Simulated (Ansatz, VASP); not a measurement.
# Zn4F (Zn(0001), 4 layers, one monolayer of F on fcc sites) in two plane-wave programs, part 2 of 2

Aim: how closely do two programs agree when they are given the same cell, functional and k mesh? Of the first pair: The structure shown is the start of the Ansatz relaxation below; VASP solves that cell, so the two are compared at the walk's first step.

VASP 6.6.1 and Ansatz 0.2.0.

So far: Starting point; Ansatz: relaxation, PBE.

## (3) VASP: single point, PBE, start cell, pair 1

Level of this step: PBE; plane waves and PAW (Zn, F) (VASP).

The same cell, functional, mesh and smearing now go to VASP, with its own data sets.

Lines of VASP's logs that name or quote its potential files are left out, and so is its time.

Input file INCAR:

```
SYSTEM = Zn4F
PREC = Accurate
ENCUT = 520
EDIFF = 1E-06
NELM = 120
ISMEAR = -1
SIGMA = 0.1
LREAL = .FALSE.
ALGO = Normal
GGA = PE
NBANDS = 34
LORBIT = 11
LWAVE = .FALSE.
LCHARG = .FALSE.
ISIF = 2
LDIPOL = .TRUE.
IDIPOL = 3
DIPOL = 0.5 0.5 0.493
LVHAR = .TRUE.
LASPH = .TRUE.
GGA_COMPAT = .FALSE.
NELMDL = -8
KPAR = 2
```

Input file POSCAR:

```
Zn4F
1.0
    2.6600000000      0.0000000000      0.0000000000
    1.3300000000      2.3036275741      0.0000000000
    0.0000000000      0.0000000000     25.4054400000
Zn F
4 1
Direct
    0.6666666358      0.6666667283      0.3070208585
    0.9999999692      0.0000000617      0.4041843007
    0.6666666358      0.6666667283      0.5013477428
    0.9999999692      0.0000000617      0.5985111850
    0.3333333025      0.3333333950      0.6347060708
```

Input file KPOINTS:

```
Automatic mesh
0
Gamma
12 12 1
0 0 0
```

PAW data sets: Zn and F (PBE family, release 64).

Command:

```bash
mpirun -np 2 vasp_std
```

Numbers of over 12 decimals in the logs are rounded to 6 here.

The program printed:

```text
[banner, memory and clock lines left out]
running    2 mpi-ranks, on    1 nodes
 distrk:  each k-point on    1 cores,    2 groups
 distr:  one band on    1 cores,    1 groups

 POSCAR found type information on POSCAR ZnF
 POSCAR found :  2 types and       5 ions
 LDA part: xc-table for (Slater+PW92), standard interpolation
 POSCAR, INCAR and KPOINTS ok, starting setup
 FFT: planning ... GRIDC
 FFT: planning ... GRID_SOFT
 FFT: planning ... GRID
 WAVECAR not read
 entering main loop
       N       E                     dE             d eps       ncg     rms          rms(c)
DAV:   1     0.445179161971E+03    0.44518E+03   -0.26959E+04  1292   0.190E+03
DAV:   2     0.530357265709E+02   -0.39214E+03   -0.37992E+03  1392   0.424E+02
DAV:   3    -0.586295283011E+01   -0.58899E+02   -0.57941E+02  1386   0.165E+02
DAV:   4    -0.809325532808E+01   -0.22303E+01   -0.22248E+01  1428   0.314E+01
DAV:   5    -0.811533477573E+01   -0.22079E-01   -0.22077E-01  1442   0.284E+00
DAV:   6    -0.811571891006E+01   -0.38413E-03   -0.38411E-03  1482   0.357E-01
DAV:   7    -0.811572821327E+01   -0.93032E-05   -0.93031E-05  1470   0.514E-02
DAV:   8    -0.811572845336E+01   -0.24009E-06   -0.24000E-06  1218   0.808E-03    0.139E+01
DAV:   9    -0.710125120616E+01    0.10145E+01   -0.42268E+00  1818   0.408E+01    0.977E+00
DAV:  10    -0.785110663932E+01   -0.74986E+00   -0.11768E+01  1584   0.612E+01    0.408E+00
DAV:  11    -0.859346744536E+01   -0.74236E+00   -0.40416E+01  2076   0.601E+01    0.501E+00
DAV:  12    -0.713144377043E+01    0.14620E+01   -0.22615E+01  2026   0.298E+01    0.790E-01
DAV:  13    -0.709683373686E+01    0.34610E-01   -0.47492E-01  1586   0.115E+01    0.386E-01
DAV:  14    -0.710269905233E+01   -0.58653E-02   -0.93234E-02  1464   0.265E+00    0.222E-01
[...]
DAV:  20    -0.710209409254E+01   -0.15078E-04   -0.18718E-05  1398   0.109E-01    0.500E-03
DAV:  21    -0.710211295552E+01   -0.18863E-04   -0.62148E-06  1146   0.292E-02    0.282E-03
DAV:  22    -0.710214126342E+01   -0.28308E-04   -0.85275E-06  1180   0.205E-02    0.247E-03
DAV:  23    -0.710214505981E+01   -0.37964E-05   -0.14820E-06   954   0.161E-02    0.178E-03
DAV:  24    -0.710215362065E+01   -0.85608E-05   -0.17177E-06   864   0.138E-02    0.164E-03
DAV:  25    -0.710215639380E+01   -0.27731E-05   -0.44567E-07   876   0.144E-02    0.881E-04
DAV:  26    -0.710215743177E+01   -0.10380E-05   -0.28430E-07   886   0.533E-03    0.439E-04
DAV:  27    -0.710215813230E+01   -0.70052E-06   -0.12942E-07   868   0.755E-03
   1 F= -.71021581E+01 E0= -.70802528E+01  d E =-.438107E-01
```

Parts of OUTCAR (step 3):

```text
ion  position               nearest neighbor table
   1  0.667  0.667  0.307-   2 2.91   2 2.91   2 2.91
   2  1.000  0.000  0.404-   3 2.91   3 2.91   3 2.91   1 2.91   1 2.91   1 2.91
   3  0.667  0.667  0.501-   2 2.91   2 2.91   2 2.91   4 2.91   4 2.91   4 2.91
   4  1.000  0.000  0.599-   5 1.79   5 1.79   5 1.79   3 2.91   3 2.91   3 2.91
   5  0.333  0.333  0.635-   4 1.79   4 1.79   4 1.79

  LATTYP: Found a hexagonal cell.
 ALAT       =     2.6600000000
 C/A-ratio  =     9.5509172931

 Subroutine GETGRP returns: Found  6 space group operations
 (whereof  6 operations were pure point group operations)

The static configuration has the point symmetry C_3v.

 Found     19 irreducible k-points:

   k-points           NKPTS =     19   k-points in BZ     NKDIM =     19   number of bands    NBANDS=     34

   dimension x,y,z NGX =    20 NGY =   20 NGZ =  192
   dimension x,y,z NGXF=    40 NGYF=   40 NGZF=  384

   ENCUT  =  520.0 eV  38.22 Ry    6.18 a.u.   4.95  4.95 47.24*2*pi/ulx,y,z

   NELECT =      55.0000    total number of electrons

 k-points in reciprocal lattice and weights: Automatic mesh
   0.00000000  0.00000000  0.00000000       0.007
   0.08333333 -0.00000000  0.00000000       0.042
   0.16666667  0.00000000  0.00000000       0.042
   0.25000000  0.00000000  0.00000000       0.042
   0.33333333  0.00000000  0.00000000       0.042
   0.41666667  0.00000000  0.00000000       0.042
   0.50000000  0.00000000  0.00000000       0.021
   0.16666667  0.08333333  0.00000000       0.042
   0.25000000  0.08333333  0.00000000       0.083
[...]
-0.41666667  0.25000000  0.00000000       0.083
  -0.33333333  0.33333333  0.00000000       0.014

 dipolmoment           0.000000      0.000000     -0.035794 electrons x Angstroem

 average (electrostatic) potential at core
       1 -40.2279       2 -40.4986       3 -40.5229       4 -41.1618       5 -84.1744

 E-fermi :  -0.3474

 k-point     1 :       0.0000    0.0000    0.0000
  band No.  band energies     occupation
    ...
     25      -6.2325      2.00000
     26      -5.8859      2.00000
     27      -5.8859      2.00000
     28      -4.0278      2.00000
     29      -1.1413      1.99929
     30       1.4491      0.00000
     31       2.3764      0.00000
     32       3.1902      0.00000
     33       3.4447      0.00000
     34       4.7953      0.00000

 k-point     2 :       0.0833   -0.0000    0.0000
  band No.  band energies     occupation
    ...
     25      -6.2009      2.00000
     26      -5.9070      2.00000
     27      -5.9016      2.00000
     28      -3.8036      2.00000
     29      -0.9001      1.99208
     30       1.6941      0.00000
     31       2.5682      0.00000
     32       3.3797      0.00000
     33       3.6597      0.00000
     34       4.9861      0.00000

 k-point     3 :       0.1667    0.0000    0.0000
  band No.  band energies     occupation
    ...
     24      -7.2096      2.00000
     25      -6.3716      2.00000
     26      -5.9541      2.00000
     27      -5.4979      2.00000
     28      -3.1615      2.00000
     29      -0.2271      0.46179
     30       2.3756      0.00000
     31       3.1387      0.00000
     32       3.9471      0.00000
     33       4.2915      0.00000
    ...

  Total       10.8077046     10.8077046      6.4712373      0.0000000     -0.0000000      0.0000000
  in kB      111.2303799    111.2303799     66.6004681      0.0000000     -0.0000000      0.0000000
  external PRESSURE =      96.3537427 kB  Pullay stress =       0.0000000 kB

  energy-cutoff  :      520.00
  volume of cell :      155.68
      direct lattice vectors                 reciprocal lattice vectors
     2.660000000  0.000000000  0.000000000     0.375939850 -0.217048973  0.000000000
     1.330000000  2.303627574  0.000000000     0.000000000  0.434097947  0.000000000
     0.000000000  0.000000000 25.405440000     0.000000000  0.000000000  0.039361649

 POSITION                                       TOTAL-FORCE (eV/Angst)
 -----------------------------------------------------------------------------------
      2.66000      1.53575      7.80000         0.000000      0.000000     -0.090068
      2.66000      0.00000     10.26848         0.000000      0.000000      0.005116
      2.66000      1.53575     12.73696         0.000000     -0.000000      0.205846
      2.66000      0.00000     15.20544         0.000000      0.000000     -7.056656
      1.33000      0.76788     16.12499        -0.000000      0.000000      6.935762
 -----------------------------------------------------------------------------------
    total drift:                                0.000006     -0.000286     -0.000786

  FREE ENERGIE OF THE ION-ELECTRON SYSTEM (eV)
  ---------------------------------------------------
  free  energy   TOTEN  =        -7.1021581323 eV

  energy  without entropy=       -7.0583474697  energy(sigma->0) =       -7.08025280

 vacuum level on the upper side and lower side of the slab         2.664         3.721

 total charge
# of ion       s       p       d       tot
------------------------------------------
    1        0.607   0.405   9.716  10.728
    2        0.604   0.442   9.722  10.767
    3        0.602   0.445   9.724  10.772
    4        0.567   0.625   9.980  11.172
    5        1.759   4.457   0.000   6.216
--------------------------------------------------
tot          4.139   6.373  39.142  49.655

[... 3 further parts left out ...]
```

## (4) Comparison

Known differences besides the potentials themselves: the cutoff is 420 eV in Ansatz and 520 eV in VASP. Total energies have different zeros and are not compared.

Forces (eV/Å; atoms numbered as in POSCAR):

```csv
atom,"Ansatz x, y, z","VASP x, y, z"
Zn1,"0.000, 0.000, -0.083","0.000, 0.000, -0.090"
Zn2,"0.000, 0.000, 0.005","0.000, 0.000, 0.005"
Zn3,"0.000, 0.000, 0.204","0.000, 0.000, 0.206"
Zn4,"0.000, 0.000, -6.771","0.000, 0.000, -7.057"
F5,"0.000, 0.000, 6.645","0.000, 0.000, 6.936"
```

The forces differ by 105 meV/Å r.m.s., which is 4.1 % of the r.m.s. force of 2.555 eV/Å (both taken over all components). With vacuum in the cell, a pressure given here is an average over mostly empty space and none of the material.

## (5) Ansatz: relaxation, PBE

This run makes the geometry at which the two programs are then compared.

The structure compared here is the end of the Ansatz relaxation.

Input file input.yaml:

```yaml
crystal:
  lattice:
    - [2.66, 0.0, 0.0]
    - [1.33, 2.3036275741, 0.0]
    - [0.0, 0.0, 25.40544]
  atoms:
    - { symbol: Zn, position: [0.6666666667, 0.6666666667, 0.3070208585] }
    - { symbol: Zn, position: [0.0, 0.0, 0.4041843007] }
    - { symbol: Zn, position: [0.6666666667, 0.6666666667, 0.5013477428] }
    - { symbol: Zn, position: [0.0, 0.0, 0.598511185] }
    - { symbol: F, position: [0.3333333333, 0.3333333333, 0.6347060704] }
kpoints:
  mp_grid: { grid: [12, 12, 1] }
hamiltonian:
  xc: pbe
scf:
  occupations: { method: fermi_dirac, width: 0.1 }
  convergence: { dr2_threshold: 1.0e-08 }
efield:
  axis: 3
  dipole_correction: true
  ramp_position: 0.97
  ramp_width: 0.04
relax:
  f_tol: 0.01
  constraints: [{ sites: [0, 1] }]
output:
  write_potential: true
  write_density: true
  volumetric_format: npy
```

Command:

```bash
ansatz run input.yaml --threads 4 --pin off --max-ram 8192MiB --backend cpu --events-out ev --progress --plain --runs-dir out
```

The program printed:

```text
[...]
Crystal: 5 atoms, lattice volume = 155.676 Å³
Basis set: ecut = 420 eV, 3079 PW (Γ), exchange–correlation on 36×36×360 points (8 copies of the dense FFT grid, shifted against one another)
Bands: 33, of which v1, the nominal top of the filled ones, is band 28 counted from 1 (27 counted from 0)
Symmetry: 6 space group operations
[...]
--- Relaxed structure (8 steps of the walk, 7 accepted, 0 SCFs on fresh bases) ---
  F+E_penalty+E_count = -14083.94611886 eV   max|allowed force component| = 2.910e-4 eV/Å
  atoms:
    - { symbol: Zn, position: [0.666667, 0.666667, 0.3070208585] }
[...]
- { symbol: Zn, position: [0.666667, 0.666667, 0.500237] }
[...]
- { symbol: F, position: [0.333333, 0.333333, 0.641214] }
[key lines of the parts left out:]
SCF converged after 7 iterations
Free energy (F): -14083.946119 eV
Fermi energy:    1.398132 eV
Dipole field:    D = -0.124386 V/Å  (p = -0.107012 e·Å, saw-weighted, corrected)
Work function:   Φ+ = 7.0937 eV   Φ− = 3.9336 eV
```

## (6) VASP: single point, PBE, relaxed cell, pair 2

The same cell, functional, mesh and smearing now go to VASP, with its own data sets.

INCAR: that of step 3 with these lines changed.

```diff
@@ -17,3 +17,3 @@
 IDIPOL = 3
-DIPOL = 0.5 0.5 0.493
+DIPOL = 0.5 0.5 0.492
 LVHAR = .TRUE.
```

Input file POSCAR:

```
Zn4F
1.0
    2.6600000000      0.0000000000      0.0000000000
    1.3300000000      2.3036275741      0.0000000000
    0.0000000000      0.0000000000     25.4054400000
Zn F
4 1
Direct
    0.6666666666      0.6666666666      0.3070208585
    1.0000000000      1.0000000000      0.4041843007
    0.6666666666      0.6666666666      0.5002374872
    1.0000000000      1.0000000000      0.5892080705
    0.3333333333      0.3333333333      0.6412138780
```

KPOINTS is that of step 3.

Command:

```bash
mpirun -np 2 vasp_std
```

The program printed:

```text
[... set-up lines as in an earlier step ...]
 entering main loop
       N       E                     dE             d eps       ncg     rms          rms(c)
DAV:   1     0.437305578865E+03    0.43731E+03   -0.26943E+04  1292   0.190E+03
DAV:   2     0.487323383396E+02   -0.38857E+03   -0.37696E+03  1426   0.424E+02
DAV:   3    -0.791952971067E+01   -0.56652E+02   -0.55605E+02  1376   0.162E+02
DAV:   4    -0.988160592578E+01   -0.19621E+01   -0.19588E+01  1460   0.304E+01
[...]
DAV:  26    -0.846030914666E+01   -0.34075E-05   -0.51620E-07   928   0.226E-02    0.722E-04
DAV:  27    -0.846031151779E+01   -0.23711E-05   -0.39202E-07   858   0.894E-03    0.510E-04
DAV:  28    -0.846031179137E+01   -0.27359E-06   -0.12672E-07   828   0.553E-03
   1 F= -.84603118E+01 E0= -.84415962E+01  d E =-.374312E-01
```

Parts of OUTCAR (step 6):

```text
  Total        4.1113748      4.1113748      0.2978485     -0.0000000      0.0000000      0.0000000
  in kB       42.3133129     42.3133129      3.0653870     -0.0000000      0.0000000      0.0000000
  external PRESSURE =      29.2306709 kB  Pullay stress =       0.0000000 kB

 POSITION                                       TOTAL-FORCE (eV/Angst)
 -----------------------------------------------------------------------------------
      2.66000      1.53575      7.80000        -0.000000      0.000000     -0.054073
      0.00000      0.00000     10.26848         0.000000      0.000000      0.045103
      2.66000      1.53575     12.70875        -0.000000     -0.000000     -0.007633
      0.00000      0.00000     14.96909         0.000000      0.000000     -0.092195
      1.33000      0.76788     16.29032         0.000000     -0.000000      0.108798
 -----------------------------------------------------------------------------------
    total drift:                                0.000007      0.000004     -0.000181

  FREE ENERGIE OF THE ION-ELECTRON SYSTEM (eV)
  ---------------------------------------------------
  free  energy   TOTEN  =        -8.4603117914 eV

  energy  without entropy=       -8.4228805934  energy(sigma->0) =       -8.44159619

[... 2 parts as in an earlier step ...]

[... 1 further part left out ...]
[key lines of the parts left out:]
E-fermi :  -1.8854
```

## (7) Side by side

Both answers:

```csv
quantity,Ansatz,VASP,difference
"work function, lower of the two faces (eV)",3.93,3.93,0.00
"work function, higher of the two faces (eV)",7.09,7.16,-0.07
```

Forces (eV/Å; atoms numbered as in POSCAR):

```csv
atom,"Ansatz x, y, z","VASP x, y, z"
Zn1,"0.000, 0.000, -0.047","0.000, 0.000, -0.054"
Zn2,"0.000, 0.000, 0.047","0.000, 0.000, 0.045"
Zn3,"0.000, 0.000, 0.000","0.000, 0.000, -0.008"
Zn4,"0.000, 0.000, 0.000","0.000, 0.000, -0.092"
F5,"0.000, 0.000, 0.000","0.000, 0.000, 0.109"
```

The forces differ by 37 meV/Å r.m.s., which is 89.8 % of the r.m.s. force of 0.041 eV/Å (both taken over all components). With vacuum in the cell, a pressure given here is an average over mostly empty space and none of the material.

## (8) What came out

| Item | Value |
| --- | --- |
| r.m.s. force difference (single point, PBE, start cell, pair 1) | 4.1 % of the r.m.s. force |
| r.m.s. force difference (single point, PBE, relaxed cell, pair 2) | 37 meV/Å |

What this shows: The r.m.s. force difference is 37 meV/Å (single point, PBE, relaxed cell, pair 2), beyond the 12 meV/Å picked in this series as the mark of a large difference. What causes the difference of the single point, PBE, start cell, pair 1 pair stays open here. What causes the difference of the single point, PBE, relaxed cell, pair 2 pair stays open here. How closely two codes agree says nothing of how well the functional describes the real material.

[Lines on the potential files, build, host, timing and source positions are cut from VASP's logs without a mark.]

[Logs are printed without paths, hosts, clocks, repeated set-up lines and the standing remarks that a program may print on its own settings, such as how far it seeks lower states.]

[Hosts, paths, dates, database ids (printed as entryN), source tags and the programs' standing remarks are cut or masked in the printed files.]
